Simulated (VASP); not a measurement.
Runs of VASP 6.6.1 on SnCl4. The cell holds a molecule in a box, 5 atoms: a = 14.208 Å, b = 14.708 Å, c = 15.208 Å, α = 90.00°, β = 90.00°, γ = 90.00°. 

| task | level | cell | atoms held fixed (from 0) | gap on the mesh (eV) | largest force (eV/Å) |
| --- | --- | --- | --- | --- | --- |
| single point | RPBE+D3(BJ) | as given | - | 4.06 | 0.07 |
| single point | RPBE | as given | - | 4.06 | (a) |
| relaxation of the atoms | PBE+D3(BJ) | atoms relaxed | [0] | 4.00 | - |
| single point | PBE | as given | - | 4.00 | 0.02 |

Alike in all rows: potentials or basis VASP PAW PBE potentials, release 64 (Sn_d, Cl); no spin polarisation; k mesh 1 × 1 × 1; cutoff (eV) 400; smearing gaussian 0.01 eV.

Question: Fill in the values left out.

Answer: (a) 0.22.

Caveats: spin-orbit coupling is left out, which moves the levels of the heavy elements; the PAW data sets were made with another functional, which shifts forces and pressure a little (some runs).

A k mesh can miss the band edges, and the runs leave out spin-orbit coupling on Sn.
